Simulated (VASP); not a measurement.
Input:

```xyz
9
Lattice="6.7270 0.0000 0.0000 -3.3635 5.8257 0.0000 0.0000 0.0000 3.5548" Properties=species:S:1:pos:R:3 pbc="T T T"
Ge     3.3635     1.9419     0.0000
Ge     0.0000     3.8838     0.0000
Ge     0.0000     0.0000     1.7774
Pt     4.1802     0.0000     1.7774
Pt     1.2734     2.2056     1.7774
Pt     4.6369     3.6202     1.7774
Pt    -0.9504     1.6461     3.5548
Pt    -1.4627     5.8257     0.0000
Pt     2.4131     4.1796     0.0000
```

Method: r2SCAN meta-GGA, VASP's PBE PAW potentials (set 64) (plane waves; VASP). Run with 400 eV cut-off, 6×6×10 Γ-centred mesh, tetrahedra with Blöchl corrections, potentials Ge_d Pt.

Question: Give the energies of bands 44 to 57 at the high-symmetry points, in eV from the Fermi level.

Answer: 
| band | Γ | M | K | A | L | H |
|---|---|---|---|---|---|---|
| 44 | -2.00 | -2.19 | -2.32 | -2.19 | -2.05 | -2.15 |
| 45 | -1.62 | -2.04 | -2.22 | -1.89 | -1.97 | -2.08 |
| 46 | -1.55 | -1.84 | -1.21 | -1.78 | -1.57 | -1.59 |
| 47 | -1.49 | -1.22 | -1.21 | -1.78 | -1.44 | -1.36 |
| 48 | -1.49 | -1.06 | -1.19 | -0.68 | -1.35 | -1.36 |
| 49 | -1.37 | -0.98 | -0.91 | -0.68 | -1.34 | -1.24 |
| 50 | -1.37 | -0.86 | -0.91 | 0.12 | -1.07 | -1.18 |
| 51 | -1.31 | -0.33 | -0.83 | 0.12 | -1.02 | -1.18 |
| 52 | -0.99 | 0.43 | 1.31 | 0.96 | 1.16 | 1.78 |
| 53 | 0.33 | 1.28 | 1.52 | 1.05 | 1.56 | 1.78 |
| 54 | 2.46 | 1.38 | 1.52 | 1.61 | 2.42 | 1.91 |
| 55 | 5.21 | 3.50 | 4.00 | 1.61 | 2.68 | 2.17 |
| 56 | 5.42 | 3.58 | 4.00 | 1.86 | 2.90 | 2.67 |
| 57 | 5.42 | 4.20 | 4.03 | 1.86 | 3.50 | 2.67 |

It has no gap at this level: it comes out as a metal or semimetal.

The structure comes from a computed database's GePt2 entry (P-62m); how it stands against other phases isn't given here. It was relaxed first.
